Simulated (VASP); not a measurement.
Consider the following.

```xyz
3
Lattice="1.5850 -2.7453 0.0000 1.5850 2.7453 0.0000 0.0000 0.0000 3.5300" Properties=species:S:1:pos:R:3 pbc="T T T"
Zr     0.0000     0.0000     0.0000
B      1.5850     0.9151     1.7650
B      1.5850    -0.9151     1.7650
```

All values below come from PBE GGA, VASP's PBE PAW potentials (set 64) (plane waves; VASP). Numerical set-up: 520 eV cut-off, KSPACING 0.16 per Å, first-order Methfessel-Paxton smearing of 0.10 eV, potentials Zr_sv B.

Gaps are read on the run's mesh, which can miss a band edge.

**Question.** Estimate the energy per atom (σ→0), pressure, band gap (on the k-mesh) with the smallest direct gap where there is one.

**Answer.** 
* **band gap (on the k-mesh)**: none (metal, semimetal or under 0.01 eV)
* **energy per atom (σ→0)**: -8.325 eV/atom
* **pressure**: 1.12 GPa

The compound is ZrB2 in the AlB2 type structure. The cell was not relaxed at this level. The run is one of a series of settings (KGAMMA = .FALSE., KSPACING = 0.16, KPOINTS file removed against the base run), some of them coarse on purpose.
